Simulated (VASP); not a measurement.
# GaP: what each functional gives for the gap, part 3 of 3

Aim: the gap of GaP on one structure at many levels of theory. The starting structure is a measured crystal structure from the Crystallography Open Database. Cell and atoms stay as given. Meshes and data sets differ where the inputs say so.

VASP 6.6.1.

Results so far: LDA 1.445 eV; PBE 1.598 eV; r2SCAN 1.858 eV; TB-mBJ 2.387 eV; LDA + spin-orbit coupling 1.417 eV; r2SCAN + spin-orbit coupling 1.831 eV; TB-mBJ + spin-orbit coupling 2.361 eV.

## 9. Bands with HSE06

Level of this step: HSE06; plane waves and PAW (Ga_d, P) (VASP).

HSE06 mixes in a quarter of exact exchange at short range, at far higher cost; in semiconductors this cures much of the gap error, while metals seldom gain. This run uses a 5×5×5 mesh. Its starting orbitals come from a semilocal run on the same mesh, not shown.

The input, INCAR:

```
SYSTEM = GaP
PREC = Accurate
ENCUT = 350
EDIFF = 1E-06
NELM = 100
ISMEAR = 0
SIGMA = 0.03
LREAL = .FALSE.
ALGO = Normal
LHFCALC = .TRUE.
AEXX = 0.25
GGA = PE
HFSCREEN = 0.2
LASPH = .TRUE.
NBANDS = 15
PRECFOCK = Fast
LORBIT = 11
LWAVE = .FALSE.
LCHARG = .FALSE.
KPAR = 4
```

The input, POSCAR:

```
GaP
1.0
    0.0000000000      2.7252500000      2.7252500000
    2.7252500000      0.0000000000      2.7252500000
    2.7252500000      2.7252500000      0.0000000000
Ga P
1 1
Direct
    0.0000000000      0.0000000000      0.0000000000
    0.7500000000      0.7500000000      0.7500000000
```

The input, KPOINTS:

```
Automatic mesh
0
Gamma
5 5 5
0 0 0
```

The input, KPOINTS_OPT:

```
Line mode
10
Line-mode
Reciprocal
  0.00000000   0.00000000   0.00000000 GAMMA
  0.50000000   0.00000000   0.50000000 X

  0.50000000   0.00000000   0.50000000 X
  0.50000000   0.25000000   0.75000000 W

  0.50000000   0.25000000   0.75000000 W
  0.37500000   0.37500000   0.75000000 K

  0.37500000   0.37500000   0.75000000 K
  0.00000000   0.00000000   0.00000000 GAMMA

  0.00000000   0.00000000   0.00000000 GAMMA
  0.50000000   0.50000000   0.50000000 L

  0.50000000   0.50000000   0.50000000 L
  0.62500000   0.25000000   0.62500000 U

  0.62500000   0.25000000   0.62500000 U
  0.50000000   0.25000000   0.75000000 W

  0.50000000   0.25000000   0.75000000 W
  0.50000000   0.50000000   0.50000000 L

  0.50000000   0.50000000   0.50000000 L
  0.37500000   0.37500000   0.75000000 K

  0.62500000   0.25000000   0.62500000 U
  0.50000000   0.00000000   0.50000000 X
```

Potentials, in the order of the species: Ga_d and P (PBE family, release 64).

Command:

```console
$ mpirun -np 4 vasp_std
```

Numbers of over 12 decimals in the logs are rounded to 6 here.

The program printed:

```text
[banner, memory and clock lines left out]
running    4 mpi-ranks, on    1 nodes
[...]
LDA part: xc-table for (Slater+PW92), standard interpolation
 found WAVECAR, reading the header
 POSCAR, INCAR and KPOINTS ok, starting setup
[...]
reading WAVECAR
 the WAVECAR file was read successfully
 initial charge from wavefunction
 entering main loop
       N       E                     dE             d eps       ncg     rms          rms(c)
DAV:   1    -0.107962079782E+02   -0.10796E+02   -0.12414E+00   442   0.214E+01    0.267E+00
DAV:   2    -0.107863971782E+02    0.98108E-02   -0.68962E-02   427   0.425E+00    0.180E+00
DAV:   3    -0.107814799274E+02    0.49173E-02   -0.93965E-03   384   0.175E+00    0.104E+00
DAV:   4    -0.107805683811E+02    0.91155E-03   -0.19638E-03   384   0.501E-01    0.584E-01
[...]
DAV:   8    -0.107803050426E+02    0.73241E-05   -0.33867E-06   349   0.135E-02    0.547E-02
DAV:   9    -0.107803026141E+02    0.24285E-05   -0.11189E-06   263   0.716E-03    0.293E-02
DAV:  10    -0.107803017792E+02    0.83497E-06   -0.55336E-07   206   0.539E-03
   1 F= -.10780302E+02 E0= -.10780302E+02  d E =-.183413E-23
 Start KPOINTS_OPT (optional k-point list driver)
k-point batch [1-10\100]
       N       E                     dE             ncg
DAV:   1    -0.306418552884E+03   -0.35053E+04      300
DAV:   2    -0.125827122485E+04   -0.95185E+03      342
DAV:   3    -0.133166530281E+04   -0.73394E+02      370
DAV:   4    -0.133333689005E+04   -0.16716E+01      400
DAV:   5    -0.133336011022E+04   -0.23220E-01      414
DAV:   6    -0.133336073091E+04   -0.62069E-03      454
DAV:   7    -0.133336073843E+04   -0.75199E-05      359
DAV:   8    -0.133336073868E+04   -0.24833E-06      333
[...]
k-point batch [91-100\100]
       N       E                     dE             ncg
DAV:   1    -0.489921999767E+03   -0.61232E+04      300
DAV:   2    -0.136679588647E+04   -0.87687E+03      335
DAV:   3    -0.142481085906E+04   -0.58015E+02      384
DAV:   4    -0.142595417267E+04   -0.11433E+01      384
DAV:   5    -0.142597404699E+04   -0.19874E-01      405
DAV:   6    -0.142597498855E+04   -0.94156E-03      485
DAV:   7    -0.142597499979E+04   -0.11239E-04      405
DAV:   8    -0.142597499986E+04   -0.66359E-07      339
```

Run time: 7.4 min. Hardware: 4 MPI ranks of Intel Xeon Platinum 8259CL at 2.50GHz (Skylake/Cascade Lake), shared host; peak memory 1.1 GiB; 29 min of CPU time.

From OUTCAR (step 9):

```text
 POSITION                                       TOTAL-FORCE (eV/Angst)
 -----------------------------------------------------------------------------------
      0.00000      0.00000      0.00000         0.000000      0.000000      0.000000
      4.08788      4.08788      4.08788        -0.000000     -0.000000     -0.000000
 -----------------------------------------------------------------------------------
    total drift:                               -0.000062     -0.000033     -0.000035

  FREE ENERGIE OF THE ION-ELECTRON SYSTEM (eV)
  ---------------------------------------------------
  free  energy   TOTEN  =       -10.7803017792 eV

  energy  without entropy=      -10.7803017792  energy(sigma->0) =      -10.78030178

[... 1 part as in an earlier step ...]

[... 2 further parts left out ...]
[key lines of the parts left out:]
E-fermi :   4.4141
```

HSE06 gives a least gap of 2.284 eV, and a least direct gap of 2.826 eV. The least gap is +0.838 eV from that of LDA, on another mesh, which alone can move a gap by some hundredths of an eV.

## 10. Bands with PBE0

PBE0 keeps a quarter of exact exchange at all ranges; it tends to overshoot small gaps. This run uses a 5×5×5 mesh. It starts from the orbitals of an earlier run, not shown.

Edit INCAR of step 9 so:

```diff
@@ -12,3 +12,2 @@
 GGA = PE
-HFSCREEN = 0.2
 LASPH = .TRUE.
@@ -16,2 +15,3 @@
 PRECFOCK = Fast
+HFRCUT = -1
 LORBIT = 11
```

POSCAR is that of step 9.

KPOINTS is that of step 9.

KPOINTS_OPT is that of step 9.

Command:

```console
$ mpirun -np 4 vasp_std
```

The program printed:

```text
[banner, memory and clock lines left out]
running    4 mpi-ranks, on    1 nodes
[...]
LDA part: xc-table for (Slater+PW92), standard interpolation
 found WAVECAR, reading the header
 POSCAR, INCAR and KPOINTS ok, starting setup
[...]
HFRCUT set to (new)   10.650177
 reading WAVECAR
 the WAVECAR file was read successfully
 initial charge from wavefunction
 entering main loop
       N       E                     dE             d eps       ncg     rms          rms(c)
DAV:   1    -0.116521030443E+02   -0.11652E+02   -0.11825E+00   442   0.208E+01    0.264E+00
DAV:   2    -0.116489797728E+02    0.31233E-02   -0.65730E-02   420   0.392E+00    0.182E+00
DAV:   3    -0.116441303769E+02    0.48494E-02   -0.94722E-03   391   0.175E+00    0.106E+00
DAV:   4    -0.116430951522E+02    0.10352E-02   -0.19908E-03   377   0.517E-01    0.598E-01
[...]
DAV:   9    -0.116428127715E+02    0.30247E-05   -0.13343E-06   303   0.723E-03    0.298E-02
DAV:  10    -0.116428117193E+02    0.10522E-05   -0.48678E-07   178   0.491E-03    0.155E-02
DAV:  11    -0.116428113219E+02    0.39740E-06   -0.21651E-07   157   0.357E-03
   1 F= -.11642811E+02 E0= -.11642811E+02  d E =-.199124E-15
 Start KPOINTS_OPT (optional k-point list driver)
k-point batch [1-10\100]
       N       E                     dE             ncg
DAV:   1    -0.344937212454E+03   -0.35438E+04      300
DAV:   2    -0.132675463531E+04   -0.98182E+03      342
DAV:   3    -0.140163656153E+04   -0.74882E+02      377
DAV:   4    -0.140329372636E+04   -0.16572E+01      385
DAV:   5    -0.140331807637E+04   -0.24350E-01      414
DAV:   6    -0.140331875663E+04   -0.68026E-03      438
DAV:   7    -0.140331876759E+04   -0.10962E-04      376
DAV:   8    -0.140331876780E+04   -0.20783E-06      325
[...]
k-point batch [91-100\100]
       N       E                     dE             ncg
DAV:   1    -0.538884090732E+03   -0.61721E+04      300
DAV:   2    -0.143666682664E+04   -0.89778E+03      321
DAV:   3    -0.149609702037E+04   -0.59430E+02      384
DAV:   4    -0.149728344471E+04   -0.11864E+01      398
DAV:   5    -0.149730394936E+04   -0.20505E-01      405
DAV:   6    -0.149730492108E+04   -0.97171E-03      485
DAV:   7    -0.149730493194E+04   -0.10867E-04      412
DAV:   8    -0.149730493201E+04   -0.65510E-07      346
```

It took 7.2 min on 4 MPI ranks; peak memory 0.7 GiB; 29 min of CPU time.

OUTCAR, selected parts (step 10):

```text
 POSITION                                       TOTAL-FORCE (eV/Angst)
 -----------------------------------------------------------------------------------
      0.00000      0.00000      0.00000         0.000000      0.000000      0.000000
      4.08788      4.08788      4.08788        -0.000000     -0.000000     -0.000000
 -----------------------------------------------------------------------------------
    total drift:                               -0.000039     -0.000024     -0.000023

  FREE ENERGIE OF THE ION-ELECTRON SYSTEM (eV)
  ---------------------------------------------------
  free  energy   TOTEN  =       -11.6428113219 eV

  energy  without entropy=      -11.6428113219  energy(sigma->0) =      -11.64281132

[... 2 parts as in an earlier step ...]

[... 1 further part left out ...]
[key lines of the parts left out:]
E-fermi :   4.0218
```

PBE0 gives a least gap of 2.958 eV, and a least direct gap of 3.486 eV. The least gap is +1.512 eV from that of LDA, on another mesh, which alone can move a gap by some hundredths of an eV.

## 11. All runs side by side

```tsv
level	gap (eV)	least direct gap (eV)	mesh	core minutes
LDA	1.445	1.636	8×8×8	0.627
PBE	1.598	1.826	8×8×8	0.653
r2SCAN	1.858	2.345	8×8×8	2.07
TB-mBJ	2.387	2.953	8×8×8	2.33
LDA + spin-orbit coupling	1.417	1.608	8×8×8	2.47
r2SCAN + spin-orbit coupling	1.831	2.318	8×8×8	9.67
TB-mBJ + spin-orbit coupling	2.361	2.928	8×8×8	5.87
HSE06	2.284	2.826	5×5×5	29.5
PBE0	2.958	3.486	5×5×5	28.9
```

Core minutes are wall time times ranks of the run shown, on a shared host.

## 12. Results

| Property | Result |
| --- | --- |
| gap, LDA | 1.445 eV |
| gap, PBE | 1.598 eV |
| gap, r2SCAN | 1.858 eV |
| gap, TB-mBJ | 2.387 eV |
| gap, LDA + spin-orbit coupling | 1.417 eV |
| gap, r2SCAN + spin-orbit coupling | 1.831 eV |
| gap, TB-mBJ + spin-orbit coupling | 2.361 eV |
| gap, HSE06 | 2.284 eV |
| gap, PBE0 | 2.958 eV |

In words: Without spin-orbit coupling the gap of GaP runs from 1.445 eV (LDA) to 2.958 eV (PBE0). HSE06 gives +0.69 eV from PBE, on another mesh, which alone can move a gap by some hundredths of an eV. TB-mBJ lies +0.10 eV from HSE06, on another mesh, which alone can move a gap by some hundredths of an eV. Spin-orbit coupling changes the LDA gap by -0.029 eV. Spin-orbit coupling changes the r2SCAN gap by -0.027 eV. Spin-orbit coupling changes the TB-mBJ gap by -0.026 eV. These are gaps between Kohn-Sham or generalised Kohn-Sham levels of a static lattice, without excitons or temperature. Further runs on this material are not shown.

[Lines on the potential files, build, host, timing and source positions are cut from VASP's logs without a mark.]

[Logs are printed without paths, hosts, clocks, repeated set-up lines and the standing remarks that a program may print on its own settings, such as how far it seeks lower states.]

[Hosts, paths, dates, database ids (printed as entryN), source tags and the programs' standing remarks are cut or masked in the printed files.]
